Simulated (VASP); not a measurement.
VASP ran on this input.

**INCAR**
```
! general
SYSTEM  = NaLiZnS2
PREC    = Accurate
ENCUT   = 520
LREAL   = .False.
LASPH   = .True.

! electronic loop
EDIFF   = 1E-6
NELM    = 100
ALGO    = Normal
LMAXMIX = 4

! smearing
ISMEAR  = 0
SIGMA   = 0.05

! functional
GGA     = PS

! ions
IBRION  = 2
NSW     = 60
ISIF    = 3
EDIFFG  = -0.02

! output
LWAVE   = .False.
LCHARG  = .False.
```

File KPOINTS:
```
Automatic mesh
0
Gamma
6 6 3
0 0 0
```

**POSCAR**
```
NaLiZnS2
1
    3.9214084342    -0.0000000000     0.0000000000
   -1.9607042171     3.3960392087    -0.0000000000
    0.0000000000    -0.0000000000     6.7510135962
Na Li Zn S
1 1 1 2
Direct
  0.0000000000   0.0000000000   0.0259778425
  0.3333330000   0.6666670000   0.3571659008
  0.6666670000   0.3333330000   0.6120814192
  0.3333330000   0.6666670000   0.7331201489
  0.6666670000   0.3333330000   0.2716446886
```

POTCAR, in this order: Na_pv Li_sv Zn S (PBE.64 set). Program: vasp_std.

Problem. Translate this PBEsol calculation to Quantum ESPRESSO's pw.x.

Solution. One equivalent input (not run):
```
&CONTROL
  calculation = 'vc-relax'
  pseudo_dir = './pseudo'
  outdir = './out'
  tprnfor = .true.
  tstress = .true.
  nstep = 60
  forc_conv_thr = 0.00078
/
&SYSTEM
  ibrav = 0
  nat = 5
  ntyp = 4
  ecutwfc = 88
  occupations = 'smearing'
  smearing = 'gaussian'
  degauss = 0.003675
  input_dft = 'pbesol'
/
&ELECTRONS
  conv_thr = 7.3e-08
  electron_maxstep = 100
/
&IONS
/
&CELL
/
ATOMIC_SPECIES
  Na 22.990 Na.upf
  Li 6.940 Li.upf
  Zn 65.380 Zn.upf
  S 32.060 S.upf
CELL_PARAMETERS angstrom
     3.9214084   -0.0000000    0.0000000
    -1.9607042    3.3960392   -0.0000000
     0.0000000   -0.0000000    6.7510136
ATOMIC_POSITIONS crystal
  Na   0.0000000  0.0000000  0.0259778
  Li   0.3333330  0.6666670  0.3571659
  Zn   0.6666670  0.3333330  0.6120814
  S    0.3333330  0.6666670  0.7331201
  S    0.6666670  0.3333330  0.2716447
K_POINTS automatic
  6 6 3 0 0 0
```
The two are equivalent in intent, not identical: the potentials are each code's own (VASP's PAW set, PseudoDojo norm-conserving files in pw.x), so ENCUT and ecutwfc are chosen apart and not converted; conv_thr bounds pw.x's estimated SCF error, while EDIFF bounds the energy change between steps; forc_conv_thr acts on force components and is met together with etot_conv_thr.

The structure comes from a computed database's NaLiZnS2 entry (P3m1); how it stands against other phases isn't given here. This run relaxes it. Symmetry was kept, so distortions that lower it aren't found. The start is the result of an earlier pass.
